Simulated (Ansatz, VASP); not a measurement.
## SrCl2: VASP beside Ansatz

Aim: how closely do two programs agree when they are given the same cell, functional and k mesh? The cell is taken from a series of runs on this material, whose earlier steps may have relaxed, scaled, displaced or heated it; both programs get it as it stands.

Method: plane waves, with VASP 6.6.1 beside it; zone-centre phonons at PBE, in Ansatz 0.2.0.

### Step 1. The starting structure

It takes space group Fm-3m (No. 225, cubic). Conventional cell: a = 7.041 Å, b = 7.041 Å, c = 7.041 Å, α = 90.00°, β = 90.00°, γ = 90.00°. Sr has 8 Cl at 3.05 Å nearest. Nearest to Cl lie 4 Sr at 3.05 Å. Farther neighbours and most contacts between anions are not listed.

### Step 2. Ansatz: zone-centre phonons, PBE

Ansatz runs on its default PAW (the set named soft_2) files.

Second derivatives magnify differences that forces hide, and they need a tight electronic threshold.

Input file input.yaml:

```yaml
crystal:
  lattice:
    - [0.0, 3.5204798119, 3.5204798119]
    - [3.5204798119, 0.0, 3.5204798119]
    - [3.5204798119, 3.5204798119, 0.0]
  atoms:
    - { symbol: Sr, position: [0.0, 0.0, 0.0] }
    - { symbol: Cl, position: [0.25, 0.25, 0.25] }
    - { symbol: Cl, position: [0.75, 0.75, 0.75] }
kpoints:
  mp_grid: { grid: [6, 6, 6] }
hamiltonian:
  xc: pbe
scf:
  occupations: { method: fixed }
output:
  eigenvalues: true
phonons:
  method: dfpt
  dielectric: true
  rigid_motions: translations
  qmesh: [2, 2, 2]
  temperatures: { t_max: 1000, t_step: 50 }
  qpath:
    path:
      - [[0.0, 0.0, 0.0], [0.5, 0.0, 0.5], [0.625, 0.25, 0.625]]
      - [[0.375, 0.375, 0.75], [0.0, 0.0, 0.0], [0.5, 0.5, 0.5], [0.5, 0.25, 0.75], [0.5, 0.0, 0.5]]
    npoints: 10
```

Started as:

```sh
$ ansatz run input.yaml --threads 4 --pin off --max-ram 8192MiB --backend cpu --events-out ev --progress --plain --runs-dir out
```

Numbers of over 12 decimals in the logs are rounded to 6 here.

Log:

```text
Warning: phonons: the dynamical matrix that this run interpolates holds no multipole term above the dipole-dipole one, and a site of this crystal is no centre of inversion, so its interpolated transverse optical and acoustic branches and sound speeds can stay off near Gamma, and the density of states and the thermodynamics with them. What a run solves at a wave vector of phonons.qpoints, Gamma apart, where the deck admits one, is free of this, and under fd what a larger phonons.supercell samples
Engine: ansatz 0.2.0, aarch64-unknown-linux-gnu
Pseudopotentials: kind: paw
Pseudopotential: Sr, paw, valence charge 10, recommended cutoff 420 eV (normal), Sr.paw.azcp
Pseudopotential: Cl, paw, valence charge 7, recommended cutoff 420 eV (normal), Cl.paw.azcp
Functional definition: PBE
  parameter kappa = 0.804
  parameter beta = 0.066725
  exchange = pbe_x(kappa = kappa, mu = beta*pi^2/3)
  correlation = pbe_c(beta = beta)
Crystal: 3 atoms, lattice volume = 87.264 Å³
Basis set: ecut = 420 eV, 1687 PW (Γ), exchange–correlation on 72×72×72 points (8 copies of the dense FFT grid, shifted against one another)
Bands: 16, of which v1, the nominal top of the filled ones, is band 12 counted from 1 (11 counted from 0)
Symmetry: 48 space group operations
k-points: 46 of 216 (irreducible under 4 space group operations, time reversal used)
Non-local potential: Sr, projectors of the file, l = 0: 3, l = 1: 2, l = 2: 2
Non-local potential: Cl, projectors of the file, l = 0: 2, l = 1: 2, l = 2: 2
PAW form: soft (Blöchl's): semilocal exchange-correlation on the pseudo side does not see the compensation charge
PAW one-centre angular grid: Sr, 110 points (default); XC on 64 Gauss nodes
PAW one-centre angular grid: Cl, 110 points (default); XC on 64 Gauss nodes
Initial density: superposition of atomic densities (neutral atoms: chi_scale 0, normalization atom), corrected by the library's trained network
Initial wavefunctions: pseudopotential atomic-orbital guess
Functional: x = pbe(κ = 0.804, μ = 0.219515), c = pbe(β = 0.066725)
SCF iter   1: F=—  HF=-5710.730734 eV  |F-HF|=—  |Δ(HF+E_count)|=         —  Δρ=3.72e-4  dr2=9.57e-5  ethr=1.77e-3  ⟨swp⟩=6.7  Hψ=4450  notcnv=0  defer=71
preconditioner: auto → none  [insulator: Δε(μ)=5.235 eV  Ē_g=14.008 eV  n_scr=14 (ndim 8)  ℏωp=18.6 eV  f_vac=0.095  ε∞_Penn≈2.8]
SCF iter   2: F=—  HF=-5710.731943 eV  |F-HF|=—  |Δ(HF+E_count)|=   1.21e-3  Δρ=2.10e-4  dr2=2.68e-5  ethr=3.99e-7  ⟨swp⟩=3.1  Hψ=2279  notcnv=0  defer=89
SCF iter   3: F=—  HF=-5710.731956 eV  |F-HF|=—  |Δ(HF+E_count)|=   1.37e-5  Δρ=1.15e-4  dr2=4.35e-6  ethr=1.12e-7  ⟨swp⟩=2.0  Hψ=1047  notcnv=0  defer=77
SCF iter   4: F=—  HF=-5710.731994 eV  |F-HF|=—  |Δ(HF+E_count)|=   3.73e-5  Δρ=3.33e-5  dr2=1.10e-6  ethr=1.81e-8  ⟨swp⟩=2.0  Hψ=1293  notcnv=0  defer=66
SCF iter   5: F=—  HF=-5710.731994 eV  |F-HF|=—  |Δ(HF+E_count)|=   2.66e-7  Δρ=1.61e-5  dr2=2.45e-7  ethr=4.60e-9  ⟨swp⟩=2.5  Hψ=1122  notcnv=0  defer=13
SCF iter   6: F=—  HF=-5710.731993 eV  |F-HF|=—  |Δ(HF+E_count)|=   3.24e-8  Δρ=6.76e-6  dr2=4.06e-8  ethr=1.02e-9  ⟨swp⟩=2.3  Hψ=1014  notcnv=0  defer=13
SCF iter   7: F=—  HF=-5710.731993 eV  |F-HF|=—  |Δ(HF+E_count)|=   4.85e-9  Δρ=7.11e-7  dr2=4.67e-10  ethr=1.69e-10  ⟨swp⟩=2.0  Hψ=1076  notcnv=0  defer=13
SCF iter   8: F=-5710.731993 eV  HF=-5710.731993 eV  |F-HF|=1.82e-11  |Δ(HF+E_count)|=  2.73e-11  Δρ=2.27e-7  dr2=4.04e-11  ethr=1.00e-12  ⟨swp⟩=11.0  Hψ=5654  notcnv=0
SCF 1 converged in 8 iterations: F = -5710.731993 eV  dr2 = 4.04e-11
  greatest PAW one-centre occupation: 0.986 electrons in one spin orbital (limit 2), on the Sr atom at site 0 (counted from 0), in its partial waves of l = 0
NSCF: frozen V_eff on 2 k-points
DFPT response loops at Γ: preconditioner auto → none (the input reference at scf.mixing.eps_inf says where Resta's filter doesn't serve); β = 0.50; Broyden in place of MSR1
NSCF: frozen V_eff on 16 k-points
NSCF: frozen V_eff on 136 k-points
DFPT response loops at q = (0, 0, -0.5) (fractional): preconditioner auto → Resta (q_TF=auto, 2.200 Å⁻¹)  ε∞=3.4 (no band partly filled); β = 1.00, the filter's whole step (`scf.mixing.beta` (0.50) is not read by the response loops at its default; to damp them type it under 1.00, their step now; it binds the ground state too); Broyden in place of MSR1
NSCF: frozen V_eff on 92 k-points
DFPT response loops at q = (0, -0.5, -0.5) (fractional): preconditioner auto → none (the input reference at scf.mixing.eps_inf says where Resta's filter doesn't serve); β = 0.50; Broyden in place of MSR1
SCF converged after 8 iterations
Free energy (F): -5710.731993 eV
Harris-Foulkes:  -5710.731993 eV  (|F-HF|=1.82e-11)
Internal energy: -5710.731993 eV  (E = F + TS)
E sigma→0 (E₀):  -5710.731993 eV
Fermi energy:    2.841905 eV
--- Per-component energies (eV) ---
  E_band       = -152.984650
  E_kinetic    = 567.701482
  E_local      = -1198.651966  (includes V_loc(G=0)·N_el)
  E_nonlocal   = 258.720299
  E_hartree    = 330.660223
  E_xc         = -388.731297
  E_vxc        = -407.549348  (∫ρ·V_xc dr)
  E_paw        = -4013.334006  (= ΣΔE_a)
  E_vpaw       = -34.525887  (= ΣTr[D̂ρ^β])
  E_aug_tail   = 0.000179  (compensation charges beyond the density's cutoff)
  E_ewald      = -1267.096907
  E_smearing   = -0.000000  (= −TS)
  E_closure    = 0.000000  (closes the sum)
  Σ components = -5710.731993   (vs F -5710.731993, Δ=0.00e0)
--- Band table (eV; the first three rows and the last of 46) ---
  k-point 0: bands = [... 8 lower, 0.8172, 2.5182, 2.5182, 2.5182, 8.0784, 8.9515, 8.9515, 11.7690]
  k-point 1: bands = [... 8 lower, 0.9894, 2.2199, 2.3772, 2.3772, 8.6592, 9.1455, 9.1455, 10.7875]
  k-point 2: bands = [... 8 lower, 1.3166, 1.7225, 2.0613, 2.0613, 9.4504, 9.4504, 9.6033, 10.7190]
  k-point 45: bands = [... 8 lower, 1.5944, 1.7093, 2.4555, 2.5408, 9.0794, 9.7804, 10.0971, 10.2526]
--- Phonons (Γ-DFPT): 2 representative perturbations + reference, on 46 of 216 k-points (Σ response iterations 6) ---
  k mesh reduced under 4 symmetry operations, with k and −k counted as one. Each operation leaves every solved perturbation unchanged. A smaller set is not considered because the run solves the response to a homogeneous field
  ASR residual: 4.618e-4 → 0.000e0 eV/Å²; symmetrization residual: 1.028e-6 eV/Å²
  ASR residual per site (eV/Å²): 4.62e-4 2.83e-4 2.83e-4
  Γ frequencies (cm⁻¹): 0.00 0.00 0.00 125.77 125.77 125.77 170.94 170.94 170.94
  ε∞ (high-frequency dielectric tensor):
        2.877802    -0.000000    -0.000000
        0.000000     2.877802     0.000000
        0.000000     0.000000     2.877802
  ε⁰ (static dielectric tensor: ions relaxed, cell fixed):
        8.549080    -0.000000     0.000000
       -0.000000     8.549080    -0.000000
        0.000000    -0.000000     8.549080
  ε⁰ − ε∞ (ionic part):
        5.671279    -0.000000     0.000000
       -0.000000     5.671279    -0.000000
        0.000000    -0.000000     5.671279
  softest optical mode at Γ: 125.77 cm⁻¹; the repairs (sum rule, projections) moved no ω² at Γ by more than (1.50 cm⁻¹)²
  Born effective charges Z* (e; rows j = field, columns β = displacement):
    site 0:
         2.49691    0.00000    0.00000
        -0.00000    2.49691   -0.00000
         0.00000    0.00000    2.49691
    site 1:
        -1.24845   -0.00000   -0.00000
         0.00000   -1.24845    0.00000
         0.00000   -0.00000   -1.24845
    site 2:
        -1.24845    0.00000    0.00000
         0.00000   -1.24845    0.00000
         0.00000   -0.00000   -1.24845
  Z* charge neutrality: 2.673e-5 e pre-enforcement
  k-mesh period / interband length: 29.9 Å / 1.27 Å = 23.56 at k = (0.0000, 0.0000, 0.0000), direct gap 5.560 eV — 14 or more, which is no proof of convergence
  optical modes at Γ without the LO–TO term, one row a degenerate level:
      ω (cm⁻¹)  modes    IR ((D/Å)²/amu)
        125.77      3            11.0109
        170.94      3             0.0000
  optical modes at Γ + LO–TO along q̂ = [1.0000, 0.0000, 0.0000]:
      ω (cm⁻¹)  modes    IR ((D/Å)²/amu)
        125.77      2             7.3406
        170.94      3             0.0000
        216.77      1             3.6703
  optical modes at Γ + LO–TO along q̂ = [0.0000, 1.0000, 0.0000]:
      ω (cm⁻¹)  modes    IR ((D/Å)²/amu)
        125.77      2             7.3406
        170.94      3             0.0000
        216.77      1             3.6703
  optical modes at Γ + LO–TO along q̂ = [0.0000, 0.0000, 1.0000]:
      ω (cm⁻¹)  modes    IR ((D/Å)²/amu)
        125.77      2             7.3406
        170.94      3             0.0000
        216.77      1             3.6703
--- Phonons (arbitrary-q DFPT): 3 irreducible q on the 2×2×2 mesh ---
  q = [0.0000, 0.0000, 0.0000] (star 1, of the zone-centre solve; hermiticity 7.18e-7, symmetrization 5.60e-8): -0.00 -0.00 0.00 125.77 125.77 125.77 170.94 170.94 170.94
  q = [0.0000, 0.0000, -0.5000] (star 4, 2 solved perturbations on 68 of 216 k-point pairs; hermiticity 9.84e-7, symmetrization 4.07e-13): 63.97 63.97 119.06 145.55 145.55 146.60 146.60 160.83 169.25
  q = [0.0000, -0.5000, -0.5000] (star 3, 4 solved perturbations in 152 linear systems a pass and spin channel, the states on 46 of 216 k-point pairs; hermiticity 1.11e-7, symmetrization 4.83e-14): 61.84 74.96 74.96 89.85 89.85 144.76 177.77 177.77 200.93
  sum rule: each row above includes the acoustic sum rule's correction from the zone centre's row sums; it moved no ω² by more than (1.47 cm⁻¹)²
  mesh force constants: q→R imaginary residual 3.81e-17; ASR residual 4.618e-4 → 0.000e0 eV/Å²; symmetrization residual 3.553e-15 eV/Å²
  interpolated dispersion: 63 rows × 9 modes
  density of states and harmonic sums: on the 16×16×16 q-mesh, interpolated from the force constants of a 2×2×2 supercell (with the dipole–dipole term)
  largest difference from the sums on the solved wave vectors: F 7.68e-2 eV, S 1.09e-4 and C_V 3.22e-5 eV/K
  zero-point energy: 0.070128 eV/cell   skipped modes (ω ≤ 0): 3   left out of the sums: 8.14e-5 of the cell's modes: C_V's classical limit lies that fraction below 3 k_B per atom; for a crystal, a wire or a layer, F and S can be off by more, and a phonons.interpolated_qmesh denser along its periods is the remedy for the sampling
```

The column dr2 measures how far the density is from self-consistency, as an energy; F and HF (Harris–Foulkes) agree once it is small.

(Part 1 of 3 ends here.)

[Lines on the potential files, build, host, timing and source positions are cut from VASP's logs without a mark.]

[Logs are printed without paths, hosts, clocks, repeated set-up lines and the standing remarks that a program may print on its own settings, such as how far it seeks lower states.]

[Hosts, paths, dates, database ids (printed as entryN), source tags and the programs' standing remarks are cut or masked in the printed files.]
